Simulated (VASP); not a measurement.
The system is CsH4.

```
CELL_PARAMETERS angstrom
3.58750 0.00000 0.00000
-1.79375 3.10687 0.00000
0.00000 0.00000 5.00448
ATOMIC_POSITIONS crystal
Cs 0.00000 0.00000 0.50000
H 0.50000 0.00000 0.00000
H 0.00000 0.50000 0.00000
H 0.50000 0.50000 0.00000
H 0.00000 0.00000 0.00000
```

The cell was built by a generator and needn't be a form met in nature.

| Quantity | Value |
| --- | --- |
| Program | VASP 6.6.1 |
| Task | relaxation of cell and atoms |
| Functional | LDA |
| Potentials or basis | VASP PAW LDA potentials, release 64 (Cs_sv, H) |
| Cutoff | 600 eV |
| k mesh | 9 × 9 × 6 |
| Occupations | gaussian, width 0.05 eV |
| Spin | no spin polarisation |

At the start: pressure -3.2 GPa; volume 11.16 Å³/atom.

Problem. How do energy, volume and symmetry change on relaxing?

Solution. Over 6 steps the energy falls by 10.8 meV/atom and the volume is 10.18 Å³/atom (-8.7 %); space group P6/mmm (No. 191, to 0.05 Å).

Step by step:
```
step  energy change (eV)  largest force (eV/Å)  pressure (GPa)  volume (Å³)
   1              0.0000                0.0000           -3.22        55.78
   2             -0.0309                0.0000           -2.17        53.99
   3             -0.0514                0.0000           -0.62        51.82
   4             -0.0534                0.0000            0.06        50.95
   5             -0.0542                0.0000            0.01        50.92
   6             -0.0542                0.0000            0.00        50.91
```

Final structure:
```xyz
5
Lattice="3.4665 0.0000 0.0000 -1.7332 3.0021 0.0000 0.0000 0.0000 4.8921" Properties=species:S:1:pos:R:3 pbc="T T T"
Cs    3.4665    0.0000    2.4461
H     1.7332    0.0000    0.0000
H    -0.8666    1.5010    0.0000
H     0.8666    1.5010    0.0000
H     0.0000    0.0000    0.0000
```
